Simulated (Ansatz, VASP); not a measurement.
# BaCu13 (BaCu13 (Fm-3c)): VASP beside Ansatz

Wanted: the spread between two codes on one cell, functional and k mesh. Of the first pair: The structure shown is the start of the Ansatz relaxation below; VASP solves that cell, so the two are compared at the walk's first step.

Main program and level: Ansatz 0.2.0; plane waves, with VASP 6.6.1 beside it; single point at PBEsol.

## (1) Set-up

Symmetry: Fm-3c, No. 226, cubic system. The conventional cell has a = 11.607 Å, b = 11.607 Å, c = 11.607 Å, α = 90.00°, β = 90.00°, γ = 90.00°. Ba has 24 Cu at 3.40 Å nearest. Nearest to Cu lie 12 Cu at 2.47 Å. Nearest to Cu lie 10 Cu at 2.47 to 2.66 Å and 2 Ba at 3.40 Å. Farther neighbours are not listed.

## (2) Ansatz: relaxation, PBEsol

Ansatz runs on its default PAW (the set named soft_2) files.

The two programs are compared at the cell with which this relaxation starts, whose forces are those of its first step.

input.yaml

```yaml
crystal:
  lattice:
    - [0.0, 5.8032955, 5.8032955]
    - [5.8032955, 0.0, 5.8032955]
    - [5.8032955, 5.8032955, 0.0]
  atoms:
    - { symbol: Ba, position: [0.75, 0.75, 0.75] }
    - { symbol: Ba, position: [0.25, 0.25, 0.25] }
    - { symbol: Cu, position: [0.0, 0.0, 0.0] }
    - { symbol: Cu, position: [0.5, 0.5, 0.5] }
    - { symbol: Cu, position: [0.29400094, 0.93491617, 0.06508383] }
    - { symbol: Cu, position: [0.79400094, 0.20599906, 0.56508383] }
    - { symbol: Cu, position: [0.56508383, 0.43491617, 0.79400094] }
    - { symbol: Cu, position: [0.79400094, 0.43491617, 0.20599906] }
    - { symbol: Cu, position: [0.43491617, 0.79400094, 0.56508383] }
    - { symbol: Cu, position: [0.43491617, 0.20599906, 0.79400094] }
    - { symbol: Cu, position: [0.56508383, 0.79400094, 0.20599906] }
    - { symbol: Cu, position: [0.06508383, 0.93491617, 0.70599906] }
    - { symbol: Cu, position: [0.70599906, 0.93491617, 0.29400094] }
    - { symbol: Cu, position: [0.93491617, 0.70599906, 0.06508383] }
    - { symbol: Cu, position: [0.70599906, 0.29400094, 0.06508383] }
    - { symbol: Cu, position: [0.93491617, 0.06508383, 0.29400094] }
    - { symbol: Cu, position: [0.06508383, 0.29400094, 0.93491617] }
    - { symbol: Cu, position: [0.29400094, 0.70599906, 0.93491617] }
    - { symbol: Cu, position: [0.29400094, 0.06508383, 0.70599906] }
    - { symbol: Cu, position: [0.56508383, 0.20599906, 0.43491617] }
    - { symbol: Cu, position: [0.20599906, 0.79400094, 0.43491617] }
    - { symbol: Cu, position: [0.20599906, 0.43491617, 0.56508383] }
    - { symbol: Cu, position: [0.79400094, 0.56508383, 0.43491617] }
    - { symbol: Cu, position: [0.43491617, 0.56508383, 0.20599906] }
    - { symbol: Cu, position: [0.20599906, 0.56508383, 0.79400094] }
    - { symbol: Cu, position: [0.06508383, 0.70599906, 0.29400094] }
    - { symbol: Cu, position: [0.93491617, 0.29400094, 0.70599906] }
    - { symbol: Cu, position: [0.70599906, 0.06508383, 0.93491617] }
basis:
  ecutwfc: 420
  xc_grid: 2
hamiltonian:
  xc: pbesol
kpoints:
  mp_grid: { grid: [6, 6, 6] }
scf:
  occupations: { method: fermi_dirac, width: 0.05 }
  max_iter: 150
output:
  forces: true
  stress: true
relax:
  f_tol: 0.01
  max_steps: 60
  cell: {}
checkpoint:
  write: "../pbesol.run"
  compress: false
  write_wavefunctions: false
  write_every: 100000
```

Run with:

```bash
ansatz run input.yaml --threads 4 --pin off --max-ram 5652MiB --backend cpu --events-out ev --progress --plain --runs-dir out
```

Numbers of over 12 decimals in the logs are rounded to 6 here.

Log:

```text
Engine: ansatz 0.2.0, aarch64-unknown-linux-gnu
Pseudopotentials: kind: paw
Pseudopotential: Ba, paw, valence charge 10, recommended cutoff 420 eV (normal), Ba.paw.azcp
Pseudopotential: Cu, paw, valence charge 19, recommended cutoff 420 eV (normal), Cu.paw.azcp
Functional definition: PBEsol
  exchange = pbesol_x
  correlation = pbesol_c
Crystal: 28 atoms, lattice volume = 390.890 Å³
Basis set: ecut = 420 eV, 7727 PW (Γ), exchange–correlation on 120×120×120 points (8 copies of the dense FFT grid, shifted against one another)
Bands: 309, of which v1, the nominal top of the filled ones, is band 257 counted from 1 (256 counted from 0)
Symmetry: 48 space group operations
Space group: Fm-3c (ITA 226), of the structure as read, at distance tolerance 7.3e-5 Å
k-points: 16 of 216
Non-local potential: Ba, projectors of the file, l = 0: 3, l = 1: 2, l = 2: 2, l = 3: 2
Non-local potential: Cu, projectors of the file, l = 0: 3, l = 1: 2, l = 2: 3, l = 3: 1
PAW form: soft (Blöchl's): semilocal exchange-correlation on the pseudo side does not see the compensation charge
PAW frozen core: Ba, regenerated for the run's functional, and the local potential with it (the file was generated under x = pbe(κ = 0.804, μ = 0.219515), c = pbe(β = 0.066725))
PAW frozen core: Cu, regenerated for the run's functional, and the local potential with it (the file was generated under x = pbe(κ = 0.804, μ = 0.219515), c = pbe(β = 0.066725))
PAW one-centre angular grid: Ba, 194 points (default); XC on 64 Gauss nodes
PAW one-centre angular grid: Cu, 590 points (default); XC on 64 Gauss nodes
Initial density: superposition of atomic densities (neutral atoms: chi_scale 0, normalization atom), corrected by the library's trained network
Initial wavefunctions: pseudopotential atomic-orbital guess
Functional: x = pbesol(κ = 0.804, μ = 0.123457), c = pbesol(β = 0.046)
SCF iter   1: F=—  HF=-183033.544324 eV  |F-HF|=—  |Δ(HF+E_count)|=         —  Δρ=1.96e-2  dr2=8.50e-1  ethr=1.77e-3  ⟨swp⟩=4.8  Hψ=18969  notcnv=0  defer=422
preconditioner: auto → Kerker (q_TF=auto, 2.856 Å⁻¹)  [metal: Δε(μ)=0.002 eV  Ē_g=9.057 eV  σ=0.050 eV  W_gap=0.01  n_scr=168 (ndim 8)  ℏωp=32.9 eV  f_vac=0.000  D(μ)=8.41/eV (n_scr^D=58)]
SCF iter   2: F=—  HF=-183033.373441 eV  |F-HF|=—  |Δ(HF+E_count)|=   1.71e-1  Δρ=1.92e-3  dr2=1.72e-2  ethr=1.65e-4  ⟨swp⟩=2.0  Hψ=10021  notcnv=0  defer=615
SCF iter   3: F=—  HF=-183033.366529 eV  |F-HF|=—  |Δ(HF+E_count)|=   6.91e-3  Δρ=2.15e-3  dr2=1.86e-2  ethr=3.35e-6  ⟨swp⟩=2.9  Hψ=10978  notcnv=0  defer=615
SCF iter   4: F=—  HF=-183033.361743 eV  |F-HF|=—  |Δ(HF+E_count)|=   4.79e-3  Δρ=3.12e-4  dr2=1.60e-3  ethr=3.35e-6  ⟨swp⟩=2.0  Hψ=6430  notcnv=0  defer=615
SCF iter   5: F=—  HF=-183033.361822 eV  |F-HF|=—  |Δ(HF+E_count)|=   7.86e-5  Δρ=2.00e-4  dr2=3.60e-4  ethr=3.12e-7  ⟨swp⟩=2.0  Hψ=6898  notcnv=0  defer=615
SCF iter   6: F=—  HF=-183033.361776 eV  |F-HF|=—  |Δ(HF+E_count)|=   4.57e-5  Δρ=1.84e-4  dr2=1.27e-4  ethr=7.00e-8  ⟨swp⟩=2.0  Hψ=8456  notcnv=0  defer=615
SCF iter   7: F=—  HF=-183033.361746 eV  |F-HF|=—  |Δ(HF+E_count)|=   2.96e-5  Δρ=5.35e-5  dr2=1.26e-5  ethr=2.48e-8  ⟨swp⟩=2.8  Hψ=8477  notcnv=0  defer=615
SCF iter   8: F=—  HF=-183033.361541 eV  |F-HF|=—  |Δ(HF+E_count)|=   2.06e-4  Δρ=1.47e-5  dr2=1.50e-6  ethr=2.44e-9  ⟨swp⟩=2.3  Hψ=8258  notcnv=0  defer=615
SCF iter   9: F=-183033.361540 eV  HF=-183033.361540 eV  |F-HF|=5.88e-8  |Δ(HF+E_count)|=   3.15e-7  Δρ=3.21e-6  dr2=6.68e-8  ethr=1.95e-11  ⟨swp⟩=4.5  Hψ=19517  notcnv=0
SCF 1 converged in 9 iterations: F = -183033.361540 eV  dr2 = 6.68e-8
  greatest PAW one-centre occupation: 1.000 electrons in one spin orbital (limit 2), on the Cu atom at site 27 (counted from 0), in its partial waves of l = 0
relax step   1: F+E_penalty+E_count = -183033.36154034 eV  Δ(F+E_penalty+E_count) = +0.000e0 eV  max|allowed force component| = 2.905e-2 eV/Å  Δτ_max = 0.0000 Å  P = -2.246 GPa  Ω = 390.890 Å³  (9 SCF iters, dr2 threshold 1.00e-7 eV, accepted)
[...]
relax step   4: F+E_penalty+E_count = -183033.42179942 eV  Δ(F+E_penalty+E_count) = +1.640e-5 eV  max|allowed force component| = 2.339e-3 eV/Å  Δτ_max = 0.0003 Å  P = +0.008 GPa  Ω = 383.098 Å³  energy of the carried Pulay correction = +4.136e-3 eV  (7 SCF iters, dr2 threshold 7.85e-9 eV, accepted)
[...]
relax step   5: F+E_penalty+E_count = -183033.41738689 eV  Δ(F+E_penalty+E_count) = +4.413e-3 eV  max|allowed force component| = 2.418e-3 eV/Å  Δτ_max = 0.0000 Å  P = +0.019 GPa  Ω = 383.098 Å³  stress off target by 1.95e-2 GPa  SCF on the basis re-selected at this cell (its energy is not comparable with the rows above)  (6 SCF iters)
basis re-selected at this cell: Δ(F+E_penalty+E_count) = +4.413e-3 eV, ΔP = +0.012 GPa vs the last step (what re-selecting the basis moved, of the pressure what is left beyond the Pulay correction that the steps carried, after the strain that the cell walked since its last selection, with what the two solves' SCF thresholds leave and, on support functions, any second-order correction that the steps lacked; it is no m [...]
SCF converged after 6 iterations
Free energy (F): -183033.417387 eV
Harris-Foulkes:  -183033.417387 eV  (|F-HF|=2.62e-10)
Internal energy: -183033.348861 eV  (E = F + TS)
E sigma→0 (E₀):  -183033.383124 eV
Entropy (-TS):   -0.068525 eV (-2.447 meV/atom)
Fermi energy:    15.298521 eV
--- Per-component energies (eV) ---
  E_band       = -10045.793287
  E_kinetic    = 8156.970996
  E_local      = -127291.010142  (includes V_loc(G=0)·N_el)
  E_nonlocal   = 10286.377153
  E_hartree    = 56911.448965
  E_xc         = -2653.420663
  E_vxc        = -3277.997978  (∫ρ·V_xc dr)
  E_paw        = -52556.955396  (= ΣΔE_a)
  E_vpaw       = -11743.043386  (= ΣTr[D̂ρ^β])
  E_aug_tail   = 0.006941  (compensation charges beyond the density's cutoff)
  E_ewald      = -75892.430839
  E_core_change = 5.664123  (= ΣΔE_core)
  E_smearing   = -0.068525  (= −TS)
  E_closure    = 0.000000  (closes the sum)
  Σ components = -183033.417387   (vs F -183033.417387, Δ=0.00e0)
--- Forces (eV/Å), atoms counted from 1 ---
  atom   1  Ba     0.00000000    -0.00000000     0.00000000
  atom   2  Ba    -0.00000000     0.00000000    -0.00000000
  atom   3  Cu     0.00000000    -0.00000000    -0.00000000
  atom   4  Cu     0.00000000    -0.00000000    -0.00000000
  atom   5  Cu     0.00000000    -0.00153479     0.00241842
  atom   6  Cu    -0.00241842    -0.00153479    -0.00000000
  atom   7  Cu     0.00241842    -0.00153479     0.00000000
  atom   8  Cu     0.00153479    -0.00000000     0.00241842
  atom   9  Cu    -0.00153479     0.00000000     0.00241842
  atom  10  Cu     0.00000000     0.00241842     0.00153479
  atom  11  Cu    -0.00000000    -0.00241842    -0.00153479
  atom  12  Cu     0.00153479    -0.00241842    -0.00000000
  atom  13  Cu     0.00241842     0.00000000     0.00153479
  atom  14  Cu    -0.00241842     0.00000000     0.00153479
  atom  15  Cu    -0.00153479    -0.00241842    -0.00000000
  atom  16  Cu    -0.00153479     0.00241842     0.00000000
  atom  17  Cu     0.00241842     0.00000000    -0.00153479
  atom  18  Cu     0.00153479     0.00241842     0.00000000
  atom  19  Cu    -0.00241842    -0.00000000    -0.00153479
  atom  20  Cu     0.00153479    -0.00000000    -0.00241842
  atom  21  Cu     0.00241842     0.00153479    -0.00000000
  atom  22  Cu     0.00000000    -0.00241842     0.00153479
  atom  23  Cu     0.00000000     0.00241842    -0.00153479
  atom  24  Cu    -0.00241842     0.00153479    -0.00000000
  atom  25  Cu    -0.00153479    -0.00000000    -0.00241842
  atom  26  Cu     0.00000000    -0.00153479    -0.00241842
  atom  27  Cu     0.00000000     0.00153479     0.00241842
  atom  28  Cu     0.00000000     0.00153479    -0.00241842
  max |Σ_I F_I| component: 1.60e-17 eV/Å
--- Stress (GPa, compression-positive) ---
        0.019460       0.000000       0.000000
        0.000000       0.019460       0.000000
        0.000000      -0.000000       0.019460
  P = ⅓ Tr σ = 0.0195 GPa (0.195 kbar)
--- Relaxed structure (4 steps of the walk, 4 accepted, 1 SCFs on fresh bases) ---
  F+E_penalty+E_count = -183033.41738689 eV   max|allowed force component| = 2.418e-3 eV/Å   (the final SCF, on the basis selected at the relaxed cell)
  cell:  # Å, volume = 383.0978 Å³
    - [0, 5.764476, 5.764476]
    - [5.764476, 0, 5.764476]
    - [5.764476, 5.764476, 0]
  atoms:
    - { symbol: Ba, position: [0.750000, 0.750000, 0.750000] }
    - { symbol: Ba, position: [0.25, 0.25, 0.25] }
    - { symbol: Cu, position: [0, 0, 0] }
    - { symbol: Cu, position: [0.5, 0.5, 0.5] }
    - { symbol: Cu, position: [0.294408, 0.935484, 0.064516] }
    - { symbol: Cu, position: [0.794408, 0.205592, 0.564516] }
    - { symbol: Cu, position: [0.564516, 0.435484, 0.794408] }
    - { symbol: Cu, position: [0.794408, 0.435484, 0.205592] }
    - { symbol: Cu, position: [0.435484, 0.794408, 0.564516] }
    - { symbol: Cu, position: [0.435484, 0.205592, 0.794408] }
    - { symbol: Cu, position: [0.564516, 0.794408, 0.205592] }
    - { symbol: Cu, position: [0.064516, 0.935484, 0.705592] }
    - { symbol: Cu, position: [0.705592, 0.935484, 0.294408] }
    - { symbol: Cu, position: [0.935484, 0.705592, 0.064516] }
    - { symbol: Cu, position: [0.705592, 0.294408, 0.064516] }
    - { symbol: Cu, position: [0.935484, 0.064516, 0.294408] }
    - { symbol: Cu, position: [0.064516, 0.294408, 0.935484] }
    - { symbol: Cu, position: [0.294408, 0.705592, 0.935484] }
    - { symbol: Cu, position: [0.294408, 0.064516, 0.705592] }
    - { symbol: Cu, position: [0.564516, 0.205592, 0.435484] }
    - { symbol: Cu, position: [0.205592, 0.794408, 0.435484] }
    - { symbol: Cu, position: [0.205592, 0.435484, 0.564516] }
    - { symbol: Cu, position: [0.794408, 0.564516, 0.435484] }
    - { symbol: Cu, position: [0.435484, 0.564516, 0.205592] }
    - { symbol: Cu, position: [0.205592, 0.564516, 0.794408] }
    - { symbol: Cu, position: [0.064516, 0.705592, 0.294408] }
    - { symbol: Cu, position: [0.935484, 0.294408, 0.705592] }
    - { symbol: Cu, position: [0.705592, 0.064516, 0.935484] }
```

(Continued in part 2 of 3.)

[Lines on the potential files, build, host, timing and source positions are cut from VASP's logs without a mark.]

[Logs are printed without paths, hosts, clocks, repeated set-up lines and the standing remarks that a program may print on its own settings, such as how far it seeks lower states.]

[Hosts, paths, dates, database ids (printed as entryN), source tags and the programs' standing remarks are cut or masked in the printed files.]
